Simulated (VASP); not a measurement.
Method: r2SCAN meta-GGA, VASP's PBE PAW potentials (set 64) (plane waves; VASP).

A VASP calculation is set up with these files.

File POSCAR:
```
ScAl
1
    0.0000000000     2.8274210888     2.8274210888
    2.8274210888     0.0000000000     2.8274210888
    2.8274210888     2.8274210888     0.0000000000
Sc Al
1 1
Direct
  0.0000000000   0.0000000000   0.0000000000
  0.5000000000   0.5000000000   0.5000000000
```

File KPOINTS_OPT:
```
k-points along high-symmetry lines
10
Line-mode
Reciprocal
  0.000000   0.000000   0.000000 ! GAMMA
  0.500000   0.000000   0.500000 ! X

  0.500000   0.000000   0.500000 ! X
  0.625000   0.250000   0.625000 ! U

  0.375000   0.375000   0.750000 ! K
  0.000000   0.000000   0.000000 ! GAMMA

  0.000000   0.000000   0.000000 ! GAMMA
  0.500000   0.500000   0.500000 ! L

  0.500000   0.500000   0.500000 ! L
  0.500000   0.250000   0.750000 ! W

  0.500000   0.250000   0.750000 ! W
  0.500000   0.000000   0.500000 ! X
```

KPOINTS:
```
Automatic mesh
0
Gamma
13 13 13
0 0 0
```

**INCAR**
```
! general
SYSTEM  = ScAl
PREC    = Accurate
ENCUT   = 400
LREAL   = .FALSE.
LASPH   = .TRUE.

! electronic loop
EDIFF   = 1E-7
NELM    = 100
ALGO    = Normal
LMAXMIX = 4
LMIXTAU = .TRUE.

! smearing
ISMEAR  = -5

! functional
METAGGA = R2SCAN

! ions
ISIF    = 2

! output
LWAVE   = .FALSE.
LCHARG  = .FALSE.
LORBIT  = 11
NEDOS   = 601
```

POTCAR, in this order: Sc_sv Al (PBE.64 set). Program: vasp_std.

Q: What will the output report for the number of irreducible k-points (NKPTS), number of bands (NBANDS), largest plane-wave count, number of space-group operations, FFT grid (NGX, NGY, NGZ)?

A: 
```json
{
 "number of irreducible k-points (NKPTS)": "84",
 "number of bands (NBANDS)": "11",
 "largest_plane_wave_count": "869",
 "number_of_space_group_operations": "48",
 "FFT grid (NGX, NGY, NGZ)": "28 × 28 × 28"
}
```

The structure was generated: ScAl was put into the rock salt type (Fm-3m), which need not be its known phase. It was relaxed first, which changed the volume by -27 %.
